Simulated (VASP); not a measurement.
**Au2Cu2 (ordered alloy cell): computed properties**

Calculation: PBEsol GGA, VASP's PBE PAW potentials (set 64) (plane waves; VASP).

```
Quantity                                                                                                    Result
----------------------------------  ------------------------------------------------------------------------------
space group                                                                                             R-3m (166)
cell                                a = 2.7702 Å, b = 2.7702 Å, c = 26.1640 Å, α = 90.00°, β = 90.00°, γ = 120.00°
volume per atom                                                                                      14.49 Å³/atom
band gap (over mesh and band path)                                        none (metal, semimetal or under 0.01 eV)
density                                                                                                14.93 g/cm³
```

```yaml
crystal:
  lattice:
    - [0.00000, 1.95885, 1.95885]
    - [1.95885, 0.00000, 1.95885]
    - [7.64707, 7.64707, 0.18834]
  atoms:
    - { symbol: Cu, position: [0.97725, 0.97725, 0.01706] }
    - { symbol: Cu, position: [0.02275, 0.02275, 0.23294] }
    - { symbol: Au, position: [0.02645, 0.02645, 0.48016] }
    - { symbol: Au, position: [0.97355, 0.97355, 0.76984] }
```

Unless said otherwise, spin-orbit coupling is left out, though it shifts the bands of the heavy elements here.

The structure was generated: Au2Cu2 was put into an ordered model structure (R-3m), which need not be its known phase. It was relaxed first. Symmetry was kept, so distortions that lower it aren't found.
